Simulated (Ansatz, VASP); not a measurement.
# K2RbCoF6 in two plane-wave programs, part 2 of 2

One calculation is typed for both programs; each brings its own data sets. How far apart do they land? The cell is taken from a series of runs on this material, whose earlier steps may have relaxed, scaled, displaced or heated it; both programs get it as it stands.

VASP 6.6.1 and Ansatz 0.2.0.

So far: Set-up; VASP: G0W0 gap, PBE, DFT+U.

In doubt: one-shot GW on d or f shells is unsure, so the values of those runs are not to be relied on.

## 3. Ansatz: G0W0 gap, PBE, DFT+U

Level of this step: Ansatz beside VASP: Kohn-Sham DFT, plane waves, PBE, DFT+U (Ansatz).

Ansatz runs on its PAW soft_1 files.

The same cell, functional and mesh now go to Ansatz, which takes its cutoff from its data sets.

input.yaml

```yaml
crystal:
  lattice:
    - [0.0, 4.4773684629, 4.4773684629]
    - [4.4773684629, 0.0, 4.4773684629]
    - [4.4773684629, 4.4773684629, 0.0]
  atoms:
    - { symbol: K, position: [0.75, 0.75, 0.75] }
    - { symbol: K, position: [0.25, 0.25, 0.25] }
    - { symbol: Rb, position: [0.5, 0.5, 0.5] }
    - { symbol: Co, position: [0.0, 0.0, 0.0] }
    - { symbol: F, position: [0.791258, 0.208742, 0.208742] }
    - { symbol: F, position: [0.208742, 0.208742, 0.791258] }
    - { symbol: F, position: [0.208742, 0.791258, 0.791258] }
    - { symbol: F, position: [0.208742, 0.791258, 0.208742] }
    - { symbol: F, position: [0.791258, 0.208742, 0.791258] }
    - { symbol: F, position: [0.791258, 0.791258, 0.208742] }
kpoints:
  mp_grid: { grid: [2, 2, 2] }
hamiltonian:
  xc: pbe
  hubbard:
    projectors: ortho-atomic
    sites: [{ species: Co, l: d, u_eff: 2.0 }]
  pseudopotentials: { kind: paw, azcp: { folder: soft_1 } }
scf:
  occupations: { method: fixed }
gw:
  n_empty_bands: 748
  ecut_chi: 150.0
  qp_bands: [v3, c3]
  qp_kpoints: band_edges
  screening: { model: contour_deformation }
```

Run with:

```sh
> ansatz run input.yaml --threads 2 --pin off --max-ram 92160MiB --backend cuda --events-out ev --progress --plain --runs-dir out --devices 1 --max-vram 13GiB
```

Numbers of over 12 decimals in the logs are rounded to 6 here.

What it wrote:

```text
GPUs: using 1 of 1 available (devices: 1).
Engine: ansatz 0.2.0, x86_64-unknown-linux-gnu
Pseudopotentials: kind: paw
Pseudopotential: K, paw, valence charge 9, recommended cutoff 420 eV (normal), soft_1/K.paw.azcp
Pseudopotential: Rb, paw, valence charge 9, recommended cutoff 420 eV (normal), soft_1/Rb.paw.azcp
Pseudopotential: Co, paw, valence charge 17, recommended cutoff 420 eV (normal), soft_1/Co.paw.azcp
Pseudopotential: F, paw, valence charge 7, recommended cutoff 420 eV (normal), soft_1/F.paw.azcp
Functional definition: PBE
  parameter kappa = 0.804
  parameter beta = 0.066725
  exchange = pbe_x(kappa = kappa, mu = beta*pi^2/3)
  correlation = pbe_c(beta = beta)
device memory: the entry about to start is reckoned to put 2.6 GiB on a device that reports 29.7 GiB free (of which the cap on the GPU budget leaves the run 13.0 GiB)
GPU FFT provider: cuFFT
GPU libraries: cuBLAS 13.8.2, cuFFT 12.4.0, cuSOLVER 12.3.4
Crystal: 10 atoms, lattice volume = 179.514 Å³
Basis set: ecut = 420 eV, 3479 PW (Γ)
Bands: 53, of which v1, the nominal top of the filled ones, is band 43 counted from 1 (42 counted from 0)
Symmetry: 48 space group operations
Space group: Fm-3m (ITA 225), of the structure as read, at distance tolerance 5.6e-5 Å
k-points: 3 of 8
Non-local potential: K, projectors of the file, l = 0: 3, l = 1: 2, l = 2: 2
Non-local potential: Rb, projectors of the file, l = 0: 3, l = 1: 2, l = 2: 2
Non-local potential: Co, projectors of the file, l = 0: 3, l = 1: 2, l = 2: 3, l = 3: 1
Non-local potential: F, projectors of the file, l = 0: 2, l = 1: 2, l = 2: 1
PAW form: soft (Blöchl's): semilocal exchange-correlation on the pseudo side does not see the compensation charge
PAW one-centre angular grid: K, 110 points (default); XC on 64 Gauss nodes
PAW one-centre angular grid: Rb, 110 points (default); XC on 64 Gauss nodes
PAW one-centre angular grid: Co, 590 points (default); XC on 64 Gauss nodes
PAW one-centre angular grid: F, 110 points (default); XC on 64 Gauss nodes
Initial density: superposition of atomic densities (chi_scale 0.1, normalization cell, long waves of neutral atoms under a Hubbard term (reshape's long-wave potential 0.03 eV rms, cloud 2.77 Å wide))
Initial wavefunctions: pseudopotential atomic-orbital guess
GPU buffer pool allocated for 91125 grid points (all kernels)
GPU transforms: local potential and band sums: pruned to the plane-wave sphere, on 45×45×45
Functional: x = pbe(κ = 0.804, μ = 0.219515), c = pbe(β = 0.066725)
SCF iter   1: F=—  HF=-16348.562799 eV  |F-HF|=—  |Δ(HF+E_count)|=         —  Δρ=3.32e-1  dr2=1.59e2  ethr=3.10e-3  ⟨swp⟩=4.0  Hψ=523  notcnv=0  defer=22
preconditioner: auto → Resta (q_TF=auto, 2.413 Å⁻¹)  ε∞=4.1  [insulator: Δε(μ)=0.000 eV  Ē_g=13.332 eV  n_scr=50 (ndim 8)  ℏωp=23.5 eV  f_vac=0.029  ε∞_Penn≈4.1]
SCF iter   2: F=—  HF=-16376.617175 eV  |F-HF|=—  |Δ(HF+E_count)|=    2.81e1  Δρ=5.81e-1  dr2=5.90e2  ethr=3.10e-3  ⟨swp⟩=5.0  Hψ=557  notcnv=0  defer=15  recentre
SCF iter   3: F=—  HF=-16326.671323 eV  |F-HF|=—  |Δ(HF+E_count)|=    4.99e1  Δρ=7.26e-2  dr2=8.37e0  ethr=3.10e-3  ⟨swp⟩=3.0  Hψ=460  notcnv=0  defer=21
SCF iter   4: F=—  HF=-16325.759123 eV  |F-HF|=—  |Δ(HF+E_count)|=   9.12e-1  Δρ=3.23e-2  dr2=1.46e0  ethr=3.10e-3  ⟨swp⟩=2.7  Hψ=276  notcnv=0  defer=24
SCF iter   5: F=—  HF=-16326.025952 eV  |F-HF|=—  |Δ(HF+E_count)|=   2.67e-1  Δρ=2.16e-2  dr2=6.83e-1  ethr=1.70e-3  ⟨swp⟩=2.0  Hψ=306  notcnv=0  defer=24
SCF iter   6: F=—  HF=-16325.972399 eV  |F-HF|=—  |Δ(HF+E_count)|=   5.36e-2  Δρ=7.79e-3  dr2=1.31e-1  ethr=7.94e-4  ⟨swp⟩=2.0  Hψ=158  notcnv=0  defer=24
SCF iter   7: F=—  HF=-16325.967039 eV  |F-HF|=—  |Δ(HF+E_count)|=   5.36e-3  Δρ=4.23e-3  dr2=3.84e-2  ethr=1.52e-4  ⟨swp⟩=2.0  Hψ=189  notcnv=0  defer=24
SCF iter   8: F=—  HF=-16325.961697 eV  |F-HF|=—  |Δ(HF+E_count)|=   5.34e-3  Δρ=1.59e-3  dr2=6.29e-3  ethr=4.47e-5  ⟨swp⟩=2.3  Hψ=160  notcnv=0  defer=24
SCF iter   9: F=—  HF=-16325.960278 eV  |F-HF|=—  |Δ(HF+E_count)|=   1.42e-3  Δρ=5.23e-4  dr2=3.59e-4  ethr=7.31e-6  ⟨swp⟩=2.3  Hψ=214  notcnv=0  defer=24
SCF iter  10: F=—  HF=-16325.960269 eV  |F-HF|=—  |Δ(HF+E_count)|=   9.24e-6  Δρ=2.72e-4  dr2=1.09e-4  ethr=4.17e-7  ⟨swp⟩=2.3  Hψ=243  notcnv=0  defer=24
SCF iter  11: F=—  HF=-16325.960265 eV  |F-HF|=—  |Δ(HF+E_count)|=   4.06e-6  Δρ=3.76e-5  dr2=2.41e-6  ethr=1.27e-7  ⟨swp⟩=2.0  Hψ=206  notcnv=0  defer=20
SCF iter  12: F=—  HF=-16325.960266 eV  |F-HF|=—  |Δ(HF+E_count)|=   1.17e-6  Δρ=1.73e-5  dr2=3.99e-7  ethr=2.80e-9  ⟨swp⟩=2.0  Hψ=206  notcnv=0  defer=16
SCF iter  13: F=-16325.960266 eV  HF=-16325.960266 eV  |F-HF|=3.29e-10  |Δ(HF+E_count)|=   3.07e-8  Δρ=3.29e-6  dr2=1.59e-8  ethr=1.16e-10  ⟨swp⟩=11.7  Hψ=741  notcnv=0
SCF 1 converged in 13 iterations: F = -16325.960266 eV  dr2 = 1.59e-8
  greatest PAW one-centre occupation: 1.000 electrons in one spin orbital (limit 2), on the Co atom at site 3 (counted from 0), in its partial waves of l = 0
device memory: the entry about to start is reckoned to put 3.2 GiB on a device that reports 29.7 GiB free (of which the cap on the GPU budget leaves the run 13.0 GiB)
NSCF: frozen V_eff on 3 k-points
the band table was solved once the SCF had ended and its energy, with any forces and stress, was formed, with the checks that follow a solve (451 applications of the Hamiltonian). They found nothing against the state; the energy, forces and stress were not computed again (output.eigenvalues in the input reference)
device memory: the entry about to start is reckoned to put 4.3 GiB on a device that reports 29.7 GiB free (of which the cap on the GPU budget leaves the run 13.0 GiB)
NSCF: frozen V_eff on 3 k-points
G₀W₀ screening: q 1/3
[... further progress lines ...]
device memory: the entry about to start is reckoned to put 1.1 GiB on a device that reports 32.8 GiB free (of which the cap on the GPU budget leaves the run 13.0 GiB)
NSCF: frozen V_eff on 1 k-points
device memory: the entry about to start is reckoned to put 1.1 GiB on a device that reports 32.8 GiB free (of which the cap on the GPU budget leaves the run 13.0 GiB)
NSCF: frozen V_eff on 1 k-points
SCF converged after 13 iterations
Free energy (F): -16325.960266 eV
Harris-Foulkes:  -16325.960266 eV  (|F-HF|=3.29e-10)
Internal energy: -16325.960266 eV  (E = F + TS)
E sigma→0 (E₀):  -16325.960266 eV
Fermi energy:    2.923371 eV
--- Per-component energies (eV) ---
  E_band       = -995.136313
  E_kinetic    = 2163.868238
  E_local      = -11186.852047  (includes V_loc(G=0)·N_el)
  E_nonlocal   = 1166.906140
  E_hartree    = 4558.796566
  E_xc         = -950.196088
  E_vxc        = -1172.305058  (∫ρ·V_xc dr)
  E_hubbard    = 0.847387  (on-site DFT+U / exact-exchange correction)
  E_vhub       = -5.472472  (the Hubbard potential's part of the band-sum identity)
  E_paw        = -6981.600864  (= ΣΔE_a)
  E_vpaw       = -1078.877475  (= ΣTr[D̂ρ^β])
  E_aug_tail   = 0.004106  (compensation charges beyond the density's cutoff)
  E_ewald      = -5097.733704
  E_smearing   = -0.000000  (= −TS)
  E_closure    = -0.000000  (closes the sum)
  Σ components = -16325.960266   (vs F -16325.960266, Δ=0.00e0)
--- Band table (eV) ---
  k-point 0: bands = [... 39 lower, 1.3491, 2.8170, 2.8170, 2.8170, 5.6121, 5.6121, 7.5014, 10.4810, ... 6 higher]
  k-point 1: bands = [... 39 lower, 1.2837, 2.8533, 2.8810, 2.8810, 5.7604, 5.7604, 9.3018, 9.5156, ... 6 higher]
  k-point 2: bands = [... 39 lower, 1.3410, 2.7745, 2.9234, 2.9234, 5.5526, 5.6199, 9.5763, 10.1090, ... 6 higher]
Occupation matrices written to <dir>
--- G₀W₀: contour deformation, 7 samples at zero and on the imaginary axis and 2 off it, 8 q-points, 748 empty bands' worth ---
  eigenvalues of the whole cell's RPA ε∞ on this k-mesh (on a slab, of 1 + 4πα/V) = 2.1571, 2.1571, 2.1571; static W/v taken at q = 0 is 0.463575
  bands read: the sum over 791 bands ends inside a degenerate multiplet in 2 slots, whose members it reads at an even weight; the widest, k=0: bands 791 to 793 (counted from 1) at 1/3 each
  gw.qp_kpoints: band_edges: 3 of 3 stored k-points solved, in 1 pass; an edge of the gap read off the rows below is read off those points alone
    ik  band        ε_KS         Σx   Σc(E_QP)       V_xc       Z   E_QP_lin       E_QP  E_QP is
     0    41      2.8170   -41.0553     7.5932   -32.7031  0.7160     2.0453     2.0581  root
     0    42      2.8170   -41.0553     7.5932   -32.7031  0.7160     2.0453     2.0581  root
     0    43      2.8170   -41.0553     7.5932   -32.7031  0.7160     2.0453     2.0581  root
     0    44      5.6121   -23.6341    -6.3070   -32.1791  0.7276     7.9424     7.8501  root
     0    45      5.6121   -23.6341    -6.3070   -32.1791  0.7276     7.9424     7.8501  root
     0    46      7.5014    -4.6376    -3.1348    -8.6817  0.8738     8.4178     8.4108  root
     1    41      2.8533   -41.1346     7.5894   -32.7848  0.7166     2.0803     2.0929  root
     1    42      2.8810   -41.2324     7.6006   -32.8613  0.7169     2.0977     2.1106  root
     1    43      2.8810   -41.2324     7.6006   -32.8613  0.7169     2.0977     2.1106  root
     1    44      5.7604   -24.0764    -6.2271   -32.5369  0.7251     8.0880     7.9937  root
     1    45      5.7604   -24.0764    -6.2271   -32.5369  0.7251     8.0880     7.9937  root
     1    46      9.3018    -6.0637    -3.0537   -10.2000  0.8595    10.3965    10.3843  root
     2    41      2.7745   -40.9362     7.5907   -32.6070  0.7152     2.0238     2.0360  root
     2    42      2.9234   -41.3300     7.5998   -32.9530  0.7176     2.1333     2.1463  root
     2    43      2.9234   -41.3300     7.5998   -32.9530  0.7176     2.1333     2.1463  root
     2    44      5.5526   -23.2190    -6.2944   -31.7266  0.7305     7.8545     7.7658  root
     2    45      5.6199   -23.7113    -6.3168   -32.2703  0.7271     7.9551     7.8621  root
     2    46      9.5763    -5.9711    -3.0270   -10.1758  0.8609    10.7680    10.7539  root
```

## 4. Side by side

Known differences besides the potentials themselves: U acts on the PAW sphere in VASP and on atomic orbitals in Ansatz, so only states and trends compare; fixed occupations in Ansatz, narrow Gaussian smearing in VASP; the cutoff is 420 eV in Ansatz and 520 eV in VASP; Ansatz integrates over frequency by contour deformation, VASP on a grid of NOMEGA points; Ansatz's G0W0 levels solve the quasiparticle equation, VASP's are linearised. Total energies have different zeros and are not compared.

Both answers:

```tsv
quantity	Ansatz	VASP	difference
G0W0 gap on the mesh (eV)	5.62	6.01	-0.39
Kohn-Sham gap under it (eV)	2.63	2.60	+0.03
```

## 5. What came out

* difference in G0W0 gap on the mesh (G0W0 gap, PBE, DFT+U): -0.39 eV

In words: The difference in G0W0 gap on the mesh is -0.39 eV (G0W0 gap, PBE, DFT+U). Part of the difference in the G0W0 gap can come from VASP's linearised levels. How closely two codes agree says nothing of how well the functional describes the real material.

[Lines on the potential files, build, host, timing and source positions are cut from VASP's logs without a mark.]

[Logs are printed without paths, hosts, clocks, repeated set-up lines and the standing remarks that a program may print on its own settings, such as how far it seeks lower states.]

[Hosts, paths, dates, database ids (printed as entryN), source tags and the programs' standing remarks are cut or masked in the printed files.]
